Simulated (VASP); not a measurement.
A run of VASP 6.6.1:

INCAR

```
  ALGO = Fast
  EDIFF = 1E-6
  ENCUT = 520
  GGA = PE
  ISIF = 2
  ISMEAR = -1
  LASPH = T
  LCHARG = T
  LELF = T
  LREAL = F
  LVHAR = T
  LWAVE = F
  NBANDS = 20
  NELM = 100
  PREC = Accurate
  SIGMA = 0.02
```

Contents of KPOINTS:

```
k-points
0
Gamma
  12 12 4
```

The input POSCAR:

```
SnSe2
1.0
    3.8251493202      0.0000000000      0.0000000000
   -1.9125746601      3.3126764845      0.0000000000
    0.0000000000      0.0000000000      6.2270791596
Sn Se
1 2
Direct
    0.0000000000      0.0000000000      0.0000000000
    0.3333333333      0.6666666667      0.2530782193
    0.6666666667      0.3333333333      0.7469217807
```

Potentials or basis: VASP PAW PBE potentials, release 64 (Sn_d, Se).

Command:

```sh
$ cat potpaw_PBE.64/Sn_d/POTCAR potpaw_PBE.64/Se/POTCAR > POTCAR
$ mpirun -np 1 vasp_std > vasp.out
```

Hardware: 1 thread of Intel(R) Xeon(R) Platinum 8488C (Sapphire Rapids) (shared host).

**Question.** How long does it take, and how much memory?

**Answer.** It took 68 s on 1 thread of Intel(R) Xeon(R) Platinum 8488C (Sapphire Rapids), on a shared host, peak memory 0.25 GiB. Counts: scf iterations 14, k points 69.
